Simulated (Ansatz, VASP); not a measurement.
# Cross-check of Os (Osmium) between VASP and Ansatz, part 2 of 2

One calculation is typed for both programs; each brings its own data sets. How far apart do they land? The structure shown is the end of the Ansatz relaxation below.

VASP 6.6.1 and Ansatz 0.2.0.

So far. Step 6 (VASP: single point, LDA, pair 2): The run ends at a pressure of 47.52 GPa.

## Step 7: Comparison

What differs besides the data sets and the points named for the pairs above, as far as they apply: the data sets hold 32 valence electrons in Ansatz (on its PAW soft_1 files) and 16 in VASP. Total energies have different zeros and are not compared.

Compared:

| quantity | Ansatz | VASP | difference |
| --- | --- | --- | --- |
| pressure (GPa) | 45.53 | 47.52 | -1.99 |

## Step 8: Ansatz: relaxation, LDA

This run makes the geometry at which the two programs are then compared. The cell compared in this pair holds 26.30 Å³, against 25.20 Å³ for the pair before.

The structure compared here is the end of the Ansatz relaxation.

The input, input.yaml:

```yaml
crystal:
  lattice:
    - [2.6776947003, 0.0, 0.0]
    - [-1.3388473501, 2.3189516341, 0.0]
    - [0.0, 0.0, 4.235606944]
  atoms:
    - { symbol: Os, position: [0.3333333333, 0.6666666667, 0.25] }
    - { symbol: Os, position: [0.6666666667, 0.3333333333, 0.75] }
kpoints:
  mp_grid: { grid: [18, 18, 12] }
hamiltonian:
  xc: lda
  pseudopotentials: { kind: paw, azcp: { folder: soft_1 }, xc_functional: pbe }
scf:
  occupations: { method: methfessel_paxton, width: 0.2 }
output:
  forces: true
  stress: true
  eigenvalues: true
relax:
  adjacent_minimum: "off"
  f_tol: 0.001
  max_steps: 60
  cell: { stress_tol: 0.01, fix: [volume] }
```

The run is started by

```bash
$ ansatz run input.yaml --threads 4 --pin off --max-ram 10240MiB --backend cpu --events-out ev --progress --plain --runs-dir out
```

Numbers of over 12 decimals in the logs are rounded to 6 here.

Output:

```text
[...]
Crystal: 2 atoms, lattice volume = 26.301 Å³
Basis set: ecut = 420 eV, 537 PW (Γ)
Bands: 20, of which v1, the nominal top of the filled ones, is band 16 counted from 1 (15 counted from 0)
Symmetry: 24 space group operations
[...]
k-points: 259 of 3888
[...]
k-point 258: bands = [... 12 lower, 23.9679, 23.9679, 26.0973, 26.0973, 29.4102, 29.4102, 36.6279, 36.6279]
--- Relaxed structure (3 steps of the walk, 2 accepted, 1 SCFs on fresh bases) ---
[...]
cell:  # Å, volume = 26.3008 Å³
    - [2.676860, -2.8858456133930346e-11, 0.0]
    - [-1.338430, 2.318229, 0.0]
    - [0.0, 0.0, 4.238249]
  atoms:
    - { symbol: Os, position: [0.333333, 0.666667, 0.25] }
    - { symbol: Os, position: [0.666667, 0.333333, 0.75] }
[key lines of the parts left out:]
SCF converged after 4 iterations
Free energy (F): -22239.004348 eV
Fermi energy:    27.616503 eV
P = ⅓ Tr σ = 20.1766 GPa (201.766 kbar)
```

## Step 9: VASP: single point, LDA, pair 3

The same cell, functional (in two slightly different forms), mesh and smearing now go to VASP, with its own data sets.

The input, INCAR:

```
SYSTEM = Os
PREC = Accurate
ENCUT = 600
EDIFF = 1E-06
NELM = 120
ISMEAR = 1
SIGMA = 0.2
LREAL = .FALSE.
ALGO = Normal
GGA = PW92
NBANDS = 14
LASPH = .TRUE.
LORBIT = 11
LWAVE = .FALSE.
LCHARG = .FALSE.
ISIF = 2
GGA_COMPAT = .FALSE.
KPAR = 2
```

The input, POSCAR:

```
Os
1.0
    2.6768600823      0.0000000000      0.0000000000
   -1.3384300411      2.3182288337      0.0000000000
    0.0000000000      0.0000000000      4.2382485949
Os
2
Direct
    0.3333333334      0.6666666668      0.2500000000
    0.6666666668      0.3333333334      0.7500000000
```

The input, KPOINTS:

```
Automatic mesh
0
Gamma
18 18 12
0 0 0
```

PAW data sets: Os (LDA family, release 64).

The run is started by

```bash
$ mpirun -np 2 vasp_std
```

Output:

```text
[... set-up lines as in an earlier step ...]
 entering main loop
       N       E                     dE             d eps       ncg     rms          rms(c)
DAV:   1     0.114490379448E+03    0.11449E+03   -0.83104E+03  7252   0.124E+03
DAV:   2    -0.208374862728E+02   -0.13533E+03   -0.11971E+03  7488   0.366E+02
DAV:   3    -0.266921714497E+02   -0.58547E+01   -0.55993E+01  9388   0.675E+01
DAV:   4    -0.267478881717E+02   -0.55717E-01   -0.55524E-01  7978   0.665E+00
[...]
DAV:  10    -0.252294487027E+02   -0.28347E-05   -0.21524E-05  8806   0.355E-02    0.118E-02
DAV:  11    -0.252294427690E+02    0.59337E-05   -0.17504E-06  6562   0.170E-02    0.156E-03
DAV:  12    -0.252294426981E+02    0.70923E-07   -0.11944E-07  4364   0.289E-03
   1 F= -.25229443E+02 E0= -.25229503E+02  d E =0.179431E-03
```

Parts of OUTCAR (step 9):

```text
  Total        3.5289188      3.5289188      3.4985557      0.0000000      0.0000000      0.0000000
  in kB      214.9729655    214.9729655    213.1233184      0.0000000      0.0000000      0.0000000
  external PRESSURE =     214.3564165 kB  Pullay stress =       0.0000000 kB

 POSITION                                       TOTAL-FORCE (eV/Angst)
 -----------------------------------------------------------------------------------
      0.00000      1.54549      1.05956         0.000000     -0.000000      0.000000
      1.33843      0.77274      3.17869        -0.000000      0.000000      0.000000
 -----------------------------------------------------------------------------------
    total drift:                               -0.000000     -0.000000      0.000000

  FREE ENERGIE OF THE ION-ELECTRON SYSTEM (eV)
  ---------------------------------------------------
  free  energy   TOTEN  =       -25.2294426981 eV

  energy  without entropy=      -25.2296221287  energy(sigma->0) =      -25.22950251

[... 1 part as in an earlier step ...]

[... 2 further parts left out ...]
[key lines of the parts left out:]
E-fermi :  10.3625
```

The run ends at a pressure of 21.44 GPa.

## Step 10: Comparison

What differs besides the data sets and the points named for the pairs above, as far as they apply: the data sets hold 32 valence electrons in Ansatz (on its PAW soft_1 files) and 16 in VASP. Total energies have different zeros and are not compared.

The two programs side by side:

| quantity | Ansatz | VASP | difference |
| --- | --- | --- | --- |
| pressure (GPa) | 20.18 | 21.44 | -1.26 |

## Step 11: Other set-ups

Further runs change the set-up of one program: Ansatz's method, potentials or start, or VASP's data sets, cutoff or form of LDA. The table gives that difference for each run.

| run | pressure (GPa) |
| --- | --- |
| as above | -1.3 |
| VASP with the data sets Os_sv_GW and a cutoff of 500 eV | 0.93 |

## Step 12: Outcome

- difference in pressure (single point, LDA, pair 1): -2.5 GPa
- difference in pressure (single point, LDA, pair 2): -2.0 GPa
- difference in pressure (single point, LDA, pair 3): -1.3 GPa

In words: The difference in pressure is -2.5 GPa (single point, LDA, pair 1), beyond the 1 GPa picked in this series as the mark of a large difference. The data sets hold unlike numbers of valence electrons (32 in Ansatz and 16 in VASP), so part of the differences may come from the potentials. Single point, LDA, pair 3, VASP with the data sets Os_sv_GW and a cutoff of 500 eV: the difference in pressure goes from -1.3 to 0.93 GPa. 5 further pairs of this series are not shown here. Such differences can come from data sets, numerical settings and the points named under the comparisons, not from the functional's error against experiment.

[Lines on the potential files, build, host, timing and source positions are cut from VASP's logs without a mark.]

[Logs are printed without paths, hosts, clocks, repeated set-up lines and the standing remarks that a program may print on its own settings, such as how far it seeks lower states.]

[Hosts, paths, dates, database ids (printed as entryN), source tags and the programs' standing remarks are cut or masked in the printed files.]
